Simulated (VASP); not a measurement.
OSZICAR of a VASP run on Zn₃₆NO₃₅:

File OSZICAR:
```
       N       E                     dE             d eps       ncg     rms          rms(c)
DAV:   1     0.107429938844E+05    0.10743E+05   -0.24889E+05   774   0.233E+03
DAV:   2     0.239505393476E+04   -0.83479E+04   -0.79885E+04   774   0.668E+02
DAV:   3    -0.278543500572E+02   -0.24229E+04   -0.22634E+04   801   0.284E+02
DAV:   4    -0.364032111885E+03   -0.33618E+03   -0.32768E+03   860   0.114E+02
DAV:   5    -0.376428504249E+03   -0.12396E+02   -0.12313E+02   844   0.215E+01    0.599E+01
RMM:   6    -0.319053334209E+03    0.57375E+02   -0.21558E+02   774   0.226E+01    0.456E+01
RMM:   7    -0.320079506754E+03   -0.10262E+01   -0.36756E+01   774   0.139E+01    0.182E+01
RMM:   8    -0.320190686468E+03   -0.11118E+00   -0.65921E+00   779   0.483E+00    0.144E+01
RMM:   9    -0.319800402074E+03    0.39028E+00   -0.22997E+00   786   0.290E+00    0.637E+00
RMM:  10    -0.319693761101E+03    0.10664E+00   -0.55984E-01   775   0.156E+00    0.354E+00
RMM:  11    -0.319622041593E+03    0.71720E-01   -0.13298E-01   789   0.777E-01    0.183E+00
RMM:  12    -0.319605541530E+03    0.16500E-01   -0.61300E-02   780   0.377E-01    0.139E+00
RMM:  13    -0.319599397311E+03    0.61442E-02   -0.32106E-02   789   0.269E-01    0.582E-01
RMM:  14    -0.319601217234E+03   -0.18199E-02   -0.83956E-03   785   0.156E-01    0.331E-01
RMM:  15    -0.319602542345E+03   -0.13251E-02   -0.32825E-03   781   0.115E-01    0.167E-01
RMM:  16    -0.319602632924E+03   -0.90579E-04   -0.89672E-04   815   0.532E-02    0.910E-02
RMM:  17    -0.319602893385E+03   -0.26046E-03   -0.47764E-04   779   0.410E-02    0.646E-02
RMM:  18    -0.319602897378E+03   -0.39933E-05   -0.94235E-05   683   0.198E-02
   1 F= -.31960290E+03 E0= -.31956650E+03  d E =-.319603E+03
       N       E                     dE             d eps       ncg     rms          rms(c)
DAV:   1    -0.319692454789E+03   -0.89561E-01   -0.53616E+01   860   0.132E+01    0.144E+00
RMM:   2    -0.319784048406E+03   -0.91594E-01   -0.80085E-01   774   0.189E+00    0.153E+00
RMM:   3    -0.319764675982E+03    0.19372E-01   -0.10455E-01   774   0.666E-01    0.723E-01
RMM:   4    -0.319763081058E+03    0.15949E-02   -0.18125E-02   817   0.284E-01    0.472E-01
RMM:   5    -0.319762623076E+03    0.45798E-03   -0.51616E-03   775   0.150E-01    0.303E-01
RMM:   6    -0.319762166813E+03    0.45626E-03   -0.18500E-03   776   0.888E-02    0.670E-02
RMM:   7    -0.319762210732E+03   -0.43919E-04   -0.50898E-04   806   0.445E-02    0.405E-02
RMM:   8    -0.319762210675E+03    0.56971E-07   -0.10473E-04   699   0.184E-02    0.200E-02
RMM:   9    -0.319762208452E+03    0.22224E-05   -0.31842E-05   539   0.102E-02
   2 F= -.31976221E+03 E0= -.31972737E+03  d E =-.159311E+00
       N       E                     dE             d eps       ncg     rms          rms(c)
DAV:   1    -0.319765487708E+03   -0.32770E-02   -0.21900E+01   844   0.839E+00    0.871E-01
RMM:   2    -0.319799660319E+03   -0.34173E-01   -0.31960E-01   774   0.120E+00    0.895E-01
RMM:   3    -0.319795423709E+03    0.42366E-02   -0.41032E-02   774   0.423E-01    0.471E-01
RMM:   4    -0.319794721392E+03    0.70232E-03   -0.70500E-03   812   0.179E-01    0.291E-01
RMM:   5    -0.319794543428E+03    0.17796E-03   -0.20921E-03   775   0.944E-02    0.180E-01
RMM:   6    -0.319794385698E+03    0.15773E-03   -0.71090E-04   777   0.552E-02    0.418E-02
RMM:   7    -0.319794396687E+03   -0.10989E-04   -0.16695E-04   753   0.256E-02    0.227E-02
RMM:   8    -0.319794396402E+03    0.28496E-06   -0.38683E-05   548   0.114E-02
   3 F= -.31979440E+03 E0= -.31976085E+03  d E =-.191499E+00
       N       E                     dE             d eps       ncg     rms          rms(c)
DAV:   1    -0.319793366024E+03    0.10307E-02   -0.74709E+00   796   0.517E+00    0.542E-01
RMM:   2    -0.319808328729E+03   -0.14963E-01   -0.16354E-01   774   0.842E-01    0.420E-01
RMM:   3    -0.319809390833E+03   -0.10621E-02   -0.20873E-02   774   0.308E-01    0.266E-01
RMM:   4    -0.319809592612E+03   -0.20178E-03   -0.31818E-03   791   0.122E-01    0.252E-01
RMM:   5    -0.319809070971E+03    0.52164E-03   -0.86903E-04   778   0.659E-02    0.152E-01
RMM:   6    -0.319808946249E+03    0.12472E-03   -0.33034E-04   774   0.381E-02    0.685E-02
RMM:   7    -0.319808950946E+03   -0.46972E-05   -0.15281E-04   738   0.219E-02    0.303E-02
RMM:   8    -0.319808950227E+03    0.71924E-06   -0.25411E-05   511   0.105E-02
   4 F= -.31980895E+03 E0= -.31977596E+03  d E =-.145538E-01
       N       E                     dE             d eps       ncg     rms          rms(c)
DAV:   1    -0.319808617313E+03    0.33363E-03   -0.34514E-01   860   0.111E+00    0.119E-01
RMM:   2    -0.319809345524E+03   -0.72821E-03   -0.78903E-03   774   0.185E-01    0.903E-02
RMM:   3    -0.319809400410E+03   -0.54886E-04   -0.10102E-03   774   0.678E-02    0.587E-02
RMM:   4    -0.319809412424E+03   -0.12014E-04   -0.15495E-04   745   0.271E-02    0.554E-02
RMM:   5    -0.319809386947E+03    0.25477E-04   -0.42460E-05   576   0.147E-02    0.328E-02
RMM:   6    -0.319809381670E+03    0.52770E-05   -0.15631E-05   465   0.853E-03
   5 F= -.31980938E+03 E0= -.31977653E+03  d E =-.149853E-01
       N       E                     dE             d eps       ncg     rms          rms(c)
DAV:   1    -0.319809072234E+03    0.31471E-03   -0.14155E+00   812   0.223E+00    0.233E-01
RMM:   2    -0.319812268973E+03   -0.31967E-02   -0.34149E-02   774   0.373E-01    0.162E-01
RMM:   3    -0.319812543293E+03   -0.27432E-03   -0.46083E-03   777   0.142E-01    0.115E-01
RMM:   4    -0.319812545701E+03   -0.24081E-05   -0.55158E-04   777   0.535E-02    0.884E-02
RMM:   5    -0.319812487610E+03    0.58091E-04   -0.17757E-04   750   0.280E-02    0.693E-02
RMM:   6    -0.319812456809E+03    0.30801E-04   -0.53914E-05   619   0.149E-02    0.283E-02
RMM:   7    -0.319812457956E+03   -0.11461E-05   -0.26451E-05   513   0.981E-03
   6 F= -.31981246E+03 E0= -.31977934E+03  d E =-.307629E-02
       N       E                     dE             d eps       ncg     rms          rms(c)
DAV:   1    -0.319810731421E+03    0.17254E-02   -0.99467E-01   812   0.187E+00    0.203E-01
RMM:   2    -0.319812996807E+03   -0.22654E-02   -0.24265E-02   774   0.313E-01    0.141E-01
RMM:   3    -0.319813190552E+03   -0.19374E-03   -0.32643E-03   776   0.120E-01    0.946E-02
RMM:   4    -0.319813203523E+03   -0.12972E-04   -0.39787E-04   770   0.456E-02    0.759E-02
RMM:   5    -0.319813162934E+03    0.40590E-04   -0.13600E-04   729   0.239E-02    0.591E-02
RMM:   6    -0.319813140473E+03    0.22461E-04   -0.36764E-05   550   0.123E-02    0.241E-02
RMM:   7    -0.319813141105E+03   -0.63157E-06   -0.17440E-05   467   0.806E-03
   7 F= -.31981314E+03 E0= -.31977981E+03  d E =-.375943E-02
       N       E                     dE             d eps       ncg     rms          rms(c)
DAV:   1    -0.319813114438E+03    0.26035E-04   -0.93565E-01   828   0.183E+00    0.147E-01
RMM:   2    -0.319814448147E+03   -0.13337E-02   -0.14501E-02   774   0.249E-01    0.949E-02
RMM:   3    -0.319814539587E+03   -0.91440E-04   -0.18268E-03   774   0.915E-02    0.565E-02
RMM:   4    -0.319814557364E+03   -0.17777E-04   -0.24675E-04   763   0.348E-02    0.635E-02
RMM:   5    -0.319814524726E+03    0.32638E-04   -0.65645E-05   637   0.176E-02    0.303E-02
RMM:   6    -0.319814518704E+03    0.60217E-05   -0.22855E-05   495   0.975E-03
   8 F= -.31981452E+03 E0= -.31978131E+03  d E =-.137760E-02
       N       E                     dE             d eps       ncg     rms          rms(c)
DAV:   1    -0.319813763734E+03    0.76099E-03   -0.72447E-01   828   0.161E+00    0.132E-01
RMM:   2    -0.319814779700E+03   -0.10160E-02   -0.11061E-02   774   0.217E-01    0.868E-02
RMM:   3    -0.319814851534E+03   -0.71834E-04   -0.13989E-03   774   0.799E-02    0.508E-02
RMM:   4    -0.319814867968E+03   -0.16435E-04   -0.19350E-04   753   0.305E-02    0.576E-02
RMM:   5    -0.319814840460E+03    0.27508E-04   -0.52204E-05   595   0.157E-02    0.268E-02
RMM:   6    -0.319814836281E+03    0.41789E-05   -0.17449E-05   470   0.852E-03
   9 F= -.31981484E+03 E0= -.31978173E+03  d E =-.169518E-02
       N       E                     dE             d eps       ncg     rms          rms(c)
DAV:   1    -0.319814374522E+03    0.46594E-03   -0.10444E+00   836   0.193E+00    0.138E-01
RMM:   2    -0.319815658694E+03   -0.12842E-02   -0.13890E-02   774   0.246E-01    0.896E-02
RMM:   3    -0.319815741784E+03   -0.83090E-04   -0.17284E-03   775   0.890E-02    0.551E-02
RMM:   4    -0.319815752358E+03   -0.10574E-04   -0.21169E-04   754   0.334E-02    0.561E-02
RMM:   5    -0.319815729972E+03    0.22386E-04   -0.68452E-05   631   0.172E-02    0.338E-02
RMM:   6    -0.319815722302E+03    0.76697E-05   -0.22715E-05   498   0.932E-03
  10 F= -.31981572E+03 E0= -.31978280E+03  d E =-.886021E-03
```

Question: Which electronic solver shows in the log?

Answer: It is blocked Davidson (ALGO = Normal, or the opening steps of other solvers) and then RMM-DIIS (ALGO = Fast or VeryFast). The INCAR had ALGO = Fast.

Question: Can the final energy be trusted as converged?

Answer: Self-consistency was reached. It stopped with EDIFF = 1E-5, NELM = 100, NSW = 60 and EDIFFG = -0.03 after 10 ionic steps (PBE GGA, plane waves, VASP's PBE PAW potentials (set 64)).  The cell is charged, with a uniform compensating background. The supercell is sampled at Γ alone, which is coarse: total energies, pressure and levels can be off, energies of defects by several tenths of an eV.

The cell is a supercell with a defect, built from ZnO (wurtzite): N_O, charge +1. The run is not spin-polarised, so no state with unpaired spins was tried.
